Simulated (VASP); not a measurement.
Here is the system:

```
CELL_PARAMETERS angstrom
      3.54321     0.00000     0.00000
      0.00000     3.54321     0.00000
      0.00000     0.00000     3.54321
ATOMIC_POSITIONS crystal
  Si 0.00000 0.00000 0.00000
  Ni 0.00000 0.50000 0.50000
  Ni 0.50000 0.00000 0.50000
  Ni 0.50000 0.50000 0.00000
```

These are optB88-vdW, VASP's PBE PAW potentials (set 64) (plane waves; VASP 6.6.1) values and carry that method's errors. Settings: 520 eV cut-off, 9×9×9 Γ-centred mesh, first-order Methfessel-Paxton smearing of 0.10 eV, potentials Si Ni.

Q: Estimate the energy per atom (σ→0), pressure, band gap (on the k-mesh) with the smallest direct gap where there is one.

A: 
```json
{
  "band gap (on the k-mesh)": "none (metal, semimetal or under 0.01 eV)",
  "energy per atom (σ→0)": "-3.430 eV/atom",
  "pressure": "-5.76 GPa"
}
```

The compound is Ni3Si in the L1_2 structure. This cell is one point of a volume scan, at 1.03 of the reference volume. The run is not spin-polarised, so no magnetic state was tried.
